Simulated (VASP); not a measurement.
A 63-atom supercell of MgO (rock salt) holds Li on the Mg site with a neighbouring O vacancy in charge state +1. It is relaxed twice, with the total moment held at 0 and at 2 μB. These are PBE GGA, VASP's PBE PAW potentials (set 64) (plane waves; VASP) values and carry that method's errors. Numerical set-up: PREC = Normal, LREAL = Auto, ISYM = 0, NELECT = 248.0, EDIFF = 1E-5, 400 eV cut-off, 1×1×1 Γ-centred mesh, Gaussian smearing of 0.050 eV, potentials Mg O Li.

The cell is charged, with a uniform compensating background. The supercell is sampled at Γ alone, which is coarse: total energies, pressure and levels can be off, energies of defects by several tenths of an eV.

Question: Which spin state lies lower, and by how much?

Answer: The state with 0 μB lies lower, by 2.11 eV.

The cell is a supercell with a defect, built from MgO (rock salt).
